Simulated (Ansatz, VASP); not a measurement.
# Cross-check of ZnS (Wurtzite-2H) between VASP and Ansatz, part 3 of 3

Aim: how closely do two programs agree when they are given the same cell, functional and k mesh? The cell is taken from a series of runs on this material, whose earlier steps may have relaxed, scaled, displaced or heated it; both programs get it as it stands.

VASP 6.6.1 and Ansatz 0.2.0.

So far: Starting point; VASP: zone-centre phonons, PBE.

### Step 3. Ansatz: zone-centre phonons, PBE

Level of this step: Ansatz beside VASP: Kohn-Sham DFT, plane waves, PBE (Ansatz).

Ansatz runs on its PAW soft_1 files.

The same cell, functional and mesh now go to Ansatz, which takes its cutoff from its data sets.

input.yaml reads:

```yaml
crystal:
  lattice:
    - [3.8252900154, 0.0, 0.0]
    - [-1.9126450077, 3.3127983302, 0.0]
    - [0.0, 0.0, 6.2757576705]
  atoms:
    - { symbol: Zn, position: [0.3333333333, 0.6666666667, 0.0003146006] }
    - { symbol: Zn, position: [0.6666666667, 0.3333333333, 0.5003146006] }
    - { symbol: S, position: [0.3333333333, 0.6666666667, 0.3746853994] }
    - { symbol: S, position: [0.6666666667, 0.3333333333, 0.8746853994] }
kpoints:
  mp_grid: { grid: [9, 9, 4] }
hamiltonian:
  xc: pbe
  pseudopotentials: { kind: paw, azcp: { folder: soft_1 } }
scf:
  occupations: { method: fixed }
output:
  eigenvalues: true
phonons:
  method: dfpt
  dielectric: true
  rigid_motions: translations
```

Run with:

```sh
ansatz run input.yaml --threads 4 --pin off --max-ram 15360MiB --backend cpu --events-out ev --progress --plain --runs-dir out
```

Numbers of over 12 decimals in the logs are rounded to 6 here.

What it wrote:

```text
Engine: ansatz 0.2.0, aarch64-unknown-linux-gnu
Pseudopotentials: kind: paw
Pseudopotential: Zn, paw, valence charge 12, recommended cutoff 420 eV (normal), soft_1/Zn.paw.azcp
Pseudopotential: S, paw, valence charge 6, recommended cutoff 420 eV (normal), soft_1/S.paw.azcp
Functional definition: PBE
  parameter kappa = 0.804
  parameter beta = 0.066725
  exchange = pbe_x(kappa = kappa, mu = beta*pi^2/3)
  correlation = pbe_c(beta = beta)
Crystal: 4 atoms, lattice volume = 79.529 Å³
Basis set: ecut = 420 eV, 1545 PW (Γ), exchange–correlation on 54×54×96 points (8 copies of the dense FFT grid, shifted against one another)
Bands: 22, of which v1, the nominal top of the filled ones, is band 18 counted from 1 (17 counted from 0)
Symmetry: 12 space group operations
k-points: 95 of 324 (irreducible under 2 space group operations, time reversal used)
Non-local potential: Zn, projectors of the file, l = 0: 2, l = 1: 2, l = 2: 3, l = 3: 1
Non-local potential: S, projectors of the file, l = 0: 2, l = 1: 2, l = 2: 1
PAW form: soft (Blöchl's): semilocal exchange-correlation on the pseudo side does not see the compensation charge
PAW one-centre angular grid: Zn, 590 points (default); XC on 64 Gauss nodes
PAW one-centre angular grid: S, 110 points (default); XC on 64 Gauss nodes
Initial density: superposition of atomic densities (chi_scale 0.1, normalization cell, long waves kept (reshape's long-wave potential 0.00 eV rms))
Initial wavefunctions: pseudopotential atomic-orbital guess
Functional: x = pbe(κ = 0.804, μ = 0.219515), c = pbe(β = 0.066725)
SCF iter   1: F=—  HF=-8445.647268 eV  |F-HF|=—  |Δ(HF+E_count)|=         —  Δρ=4.13e-2  dr2=8.24e-1  ethr=3.10e-3  ⟨swp⟩=5.1  Hψ=10294  notcnv=0  defer=177
preconditioner: auto → Resta (q_TF=auto, 2.391 Å⁻¹)  ε∞=6.2  [insulator: Δε(μ)=2.339 eV  Ē_g=10.951 eV  n_scr=22 (ndim 8)  ℏωp=25.0 eV  f_vac=0.007  ε∞_Penn≈6.2]
SCF iter   2: F=—  HF=-8445.482458 eV  |F-HF|=—  |Δ(HF+E_count)|=   1.65e-1  Δρ=1.61e-2  dr2=1.75e-1  ethr=2.29e-3  ⟨swp⟩=2.0  Hψ=4510  notcnv=0  defer=185
SCF iter   3: F=—  HF=-8445.461957 eV  |F-HF|=—  |Δ(HF+E_count)|=   2.05e-2  Δρ=1.09e-2  dr2=6.16e-2  ethr=4.87e-4  ⟨swp⟩=2.0  Hψ=3802  notcnv=0  defer=188
SCF iter   4: F=—  HF=-8445.452710 eV  |F-HF|=—  |Δ(HF+E_count)|=   9.25e-3  Δρ=3.12e-3  dr2=5.55e-3  ethr=1.71e-4  ⟨swp⟩=2.0  Hψ=4562  notcnv=0  defer=188
SCF iter   5: F=—  HF=-8445.456069 eV  |F-HF|=—  |Δ(HF+E_count)|=   3.36e-3  Δρ=5.48e-4  dr2=3.01e-4  ethr=1.54e-5  ⟨swp⟩=3.1  Hψ=3968  notcnv=0  defer=188
SCF iter   6: F=—  HF=-8445.456600 eV  |F-HF|=—  |Δ(HF+E_count)|=   5.31e-4  Δρ=2.93e-4  dr2=7.73e-5  ethr=8.37e-7  ⟨swp⟩=2.2  Hψ=3866  notcnv=0  defer=188
SCF iter   7: F=—  HF=-8445.456720 eV  |F-HF|=—  |Δ(HF+E_count)|=   1.20e-4  Δρ=9.03e-5  dr2=2.78e-6  ethr=2.15e-7  ⟨swp⟩=2.0  Hψ=3940  notcnv=0  defer=186
SCF iter   8: F=—  HF=-8445.456724 eV  |F-HF|=—  |Δ(HF+E_count)|=   4.02e-6  Δρ=2.17e-5  dr2=2.58e-7  ethr=7.72e-9  ⟨swp⟩=2.0  Hψ=3546  notcnv=0  defer=9
SCF iter   9: F=—  HF=-8445.456725 eV  |F-HF|=—  |Δ(HF+E_count)|=   3.42e-7  Δρ=3.06e-6  dr2=8.93e-9  ethr=7.18e-10  ⟨swp⟩=2.0  Hψ=3756  notcnv=0  defer=10
SCF iter  10: F=—  HF=-8445.456725 eV  |F-HF|=—  |Δ(HF+E_count)|=   1.51e-8  Δρ=5.17e-7  dr2=2.48e-10  ethr=2.48e-11  ⟨swp⟩=2.0  Hψ=3800  notcnv=0  defer=11
SCF iter  11: F=-8445.456725 eV  HF=-8445.456725 eV  |F-HF|=3.27e-11  |Δ(HF+E_count)|=  2.31e-10  Δρ=1.79e-7  dr2=1.97e-11  ethr=1.00e-12  ⟨swp⟩=10.8  Hψ=16100  notcnv=0
SCF 1 converged in 11 iterations: F = -8445.456725 eV  dr2 = 1.97e-11
  greatest PAW one-centre occupation: 0.983 electrons in one spin orbital (limit 2), on the Zn atom at site 1 (counted from 0), in its partial waves of l = 2
NSCF: frozen V_eff on 4 k-points
DFPT response loops at Γ: preconditioner auto → Resta (q_TF=auto, 2.391 Å⁻¹)  ε∞=5.3 (no band partly filled); β = 1.00, the filter's whole step (`scf.mixing.beta` (0.50) is not read by the response loops at its default; to damp them type it under 1.00, their step now; it binds the ground state too); Broyden in place of MSR1
── the response to a field inside a basis, on 12×12×6 k-points: an SCF that follows is theirs, and a resumed run solves both again ──
Bands: 19, of which v1, the nominal top of the filled ones, is band 18 counted from 1 (17 counted from 0)
k-points: 126 of 864 (irreducible under 4 space group operations, time reversal used)
Initial density: handed on by an earlier stage of this run
Initial wavefunctions: pseudopotential atomic-orbital guess (no wavefunctions were taken with the density)
Eigensolver: Dense (126 Hₖ)
SCF iter   1: F=—  HF=-8445.453681 eV  |F-HF|=—  |Δ(HF+E_count)|=         —  Δρ=1.47e-4  dr2=5.19e-6  ethr=1.00e-1
preconditioner: auto → Resta (q_TF=auto, 2.391 Å⁻¹)  ε∞=7.9  [insulator: Δε(μ)=2.435 eV  Ē_g=9.505 eV  n_scr=22 (ndim 8)  ℏωp=25.0 eV  f_vac=0.039  ε∞_Penn≈7.9]
SCF iter   2: F=—  HF=-8445.453684 eV  |F-HF|=—  |Δ(HF+E_count)|=   3.07e-6  Δρ=1.92e-4  dr2=1.32e-5  ethr=1.44e-8
SCF iter   3: F=—  HF=-8445.453685 eV  |F-HF|=—  |Δ(HF+E_count)|=   3.26e-7  Δρ=2.19e-5  dr2=7.88e-8  ethr=1.44e-8
SCF iter   4: F=-8445.453684 eV  HF=-8445.453684 eV  |F-HF|=6.28e-8  |Δ(HF+E_count)|=   9.77e-7  Δρ=9.72e-6  dr2=1.77e-8  ethr=2.19e-10
SCF 1 converged in 4 iterations: F = -8445.453684 eV  dr2 = 1.77e-8
  greatest PAW one-centre occupation: 0.983 electrons in one spin orbital (limit 2), on the Zn atom at site 0 (counted from 0), in its partial waves of l = 2
DFPT response loops at Γ: preconditioner auto → Resta (q_TF=auto, 2.391 Å⁻¹)  ε∞=5.0 (no band partly filled); β = 1.00, the filter's whole step (`scf.mixing.beta` (0.50) is not read by the response loops at its default; to damp them type it under 1.00, their step now; it binds the ground state too); Broyden in place of MSR1
WARN: field response: ε∞ stands inside a basis, on 12×12×6 points; the force constants stand on the 9×9×4 k-mesh, whose period is 10.40 times the interband length at k = (0.0000, 0.0000, 0.0000), direct gap 2.140 eV, under 14: take them and everything formed from them as unconverged, and compare with a denser kpoints.mp_grid
SCF converged after 11 iterations
Free energy (F): -8445.456725 eV
Harris-Foulkes:  -8445.456725 eV  (|F-HF|=3.27e-11)
Internal energy: -8445.456725 eV  (E = F + TS)
E sigma→0 (E₀):  -8445.456725 eV
Fermi energy:    5.688175 eV
--- Per-component energies (eV) ---
  E_band       = 6.889402
  E_kinetic    = 506.143009
  E_local      = -4551.164525  (includes V_loc(G=0)·N_el)
  E_nonlocal   = 1709.675968
  E_hartree    = 1734.835996
  E_xc         = -334.603222
  E_vxc        = -267.322156  (∫ρ·V_xc dr)
  E_paw        = -5013.057255  (= ΣΔE_a)
  E_vpaw       = -860.114146  (= ΣTr[D̂ρ^β])
  E_aug_tail   = -0.000521  (compensation charges beyond the density's cutoff)
  E_ewald      = -2497.286174
  E_smearing   = -0.000000  (= −TS)
  E_closure    = -0.000000  (closes the sum)
  Σ components = -8445.456725   (vs F -8445.456725, Δ=0.00e0)
--- Band table (eV; the first three rows and the last of 95) ---
  k-point 0: bands = [... 14 lower, 4.8111, 5.6088, 5.6882, 5.6882, 7.8285, 8.7637, 11.9837, 11.9837]
  k-point 1: bands = [... 14 lower, 4.9301, 4.9301, 5.5490, 5.5490, 8.7259, 8.9133, 11.9271, 12.0789]
  k-point 2: bands = [... 14 lower, 5.2295, 5.2295, 5.2295, 5.2295, 9.2031, 9.2031, 12.4331, 12.4331]
  k-point 94: bands = [... 14 lower, 3.4926, 3.4926, 4.1929, 4.1929, 10.1717, 10.1717, 11.8609, 11.8609]
--- Phonons (Γ-DFPT): 4 representative perturbations + reference, on 95 of 324 k-points (Σ response iterations 14) ---
  k mesh reduced under 2 symmetry operations, with k and −k counted as one. Each operation leaves every solved perturbation unchanged. A smaller set is not considered because the run solves the response to a homogeneous field
  ASR residual: 1.279e-4 → 0.000e0 eV/Å²; symmetrization residual: 6.589e-6 eV/Å²
  ASR residual per site (eV/Å²): 1.28e-4 1.28e-4 7.17e-5 7.17e-5
  Γ frequencies (cm⁻¹): 0.00 0.00 0.00 69.11 69.11 190.33 264.49 269.85 269.85 275.76 275.76 328.20
  ε∞ (high-frequency dielectric tensor):
        5.810905     0.000000     0.000000
       -0.000000     5.810905    -0.000000
        0.000000    -0.000000     5.927237
  ε⁰ (static dielectric tensor: ions relaxed, cell fixed):
        8.786024    -0.000000     0.000000
       -0.000000     8.786024    -0.000000
        0.000000    -0.000000     9.359448
  ε⁰ − ε∞ (ionic part):
        2.975119    -0.000000     0.000000
       -0.000000     2.975119    -0.000000
        0.000000    -0.000000     3.432211
  softest optical mode at Γ: 69.11 cm⁻¹; the repairs (sum rule, projections) moved no ω² at Γ by more than (1.13 cm⁻¹)²
  Born effective charges Z* (e; rows j = field, columns β = displacement):
    site 0:
         1.94068    0.00000    0.00000
         0.00000    1.94068    0.00000
         0.00000    0.00000    2.04299
    site 1:
         1.94068    0.00000    0.00000
        -0.00000    1.94068   -0.00000
         0.00000   -0.00000    2.04299
    site 2:
        -1.94068    0.00000   -0.00000
        -0.00000   -1.94068    0.00000
        -0.00000    0.00000   -2.04299
    site 3:
        -1.94068   -0.00000   -0.00000
         0.00000   -1.94068    0.00000
        -0.00000   -0.00000   -2.04299
  Z* charge neutrality: 1.240e-3 e pre-enforcement
  solved inside a basis spanned on kpoints, on 12×12×6 k-points, its susceptibility summed on 14×14×8: ε∞ is read to err by 2.0e-2, Z* by 1.3e-2 e (field_mesh: kpoints solves on kpoints); Z* is corrected for what the basis lacks
  optical modes at Γ without the LO–TO term, one row a degenerate level:
      ω (cm⁻¹)  modes    IR ((D/Å)²/amu)
         69.11      2             0.0000
        190.33      1             0.0000
        264.49      1             8.9527
[...]
optical modes at Γ + LO–TO along q̂ = [1.0000, 0.0000, 0.0000]:
      ω (cm⁻¹)  modes    IR ((D/Å)²/amu)
[...]
optical modes at Γ + LO–TO along q̂ = [0.0000, 1.0000, 0.0000]:
      ω (cm⁻¹)  modes    IR ((D/Å)²/amu)
[...]
328.20      1             0.0000
        331.82      1             8.0784
  optical modes at Γ + LO–TO along q̂ = [0.0000, 0.0000, 1.0000]:
      ω (cm⁻¹)  modes    IR ((D/Å)²/amu)
         69.11      2             0.0000
        190.33      1             0.0000
        269.85      2            16.1569
        275.76      2             0.0000
        328.20      1             0.0000
        332.36      1             8.9527
```

### Step 4. Comparison

Known differences besides the potentials themselves: fixed occupations in Ansatz, narrow Gaussian smearing in VASP; VASP's response is taken on the typed mesh, Ansatz refines its own for the field response alone; the cutoff is 420 eV in Ansatz and 500 eV in VASP. Total energies have different zeros and are not compared.

Compared:

```
                                     quantity  Ansatz   VASP  difference
                                        ε∞ xx    5.81   5.83     -0.35 %
                                        ε∞ yy    5.81   5.83     -0.35 %
                                        ε∞ zz    5.93   5.96     -0.62 %
Born charge of Zn1 (mean of the diagonal) (e)    1.97   2.00       -0.02
 Born charge of S3 (mean of the diagonal) (e)   -1.97  -2.00       +0.02
                   optical mode 1 to 2 (cm⁻¹)    69.1   68.2     +1.38 %
                        optical mode 3 (cm⁻¹)   190.3  190.1     +0.12 %
                        optical mode 4 (cm⁻¹)   264.5  265.5     -0.39 %
                   optical mode 5 to 6 (cm⁻¹)   269.9  270.9     -0.38 %
                   optical mode 7 to 8 (cm⁻¹)   275.8  276.7     -0.33 %
                        optical mode 9 (cm⁻¹)   328.2  329.1     -0.27 %
```

Modes are paired by rising frequency, not by their patterns, so a pair may set unlike modes beside each other; they are those without the splitting of longitudinal modes.

### Step 5. Summary of results

| Property | Result |
| --- | --- |
| r.m.s. difference of the optical zone-centre modes, each program's sorted by frequency (zone-centre phonons, PBE) | 0.91 cm⁻¹ |
| difference in optical mode 1 to 2 (zone-centre phonons, PBE) | +1.4 % |

In words: The r.m.s. difference of the optical zone-centre modes, each program's sorted by frequency is 0.91 cm⁻¹ (zone-centre phonons, PBE). Among the rows given in per cent, the largest difference of the zone-centre phonons, PBE pair is in optical mode 1 to 2, +1.4 %. How closely two codes agree says nothing of how well the functional describes the real material.

[Lines on the potential files, build, host, timing and source positions are cut from VASP's logs without a mark.]

[Logs are printed without paths, hosts, clocks, repeated set-up lines and the standing remarks that a program may print on its own settings, such as how far it seeks lower states.]

[Hosts, paths, dates, database ids (printed as entryN), source tags and the programs' standing remarks are cut or masked in the printed files.]
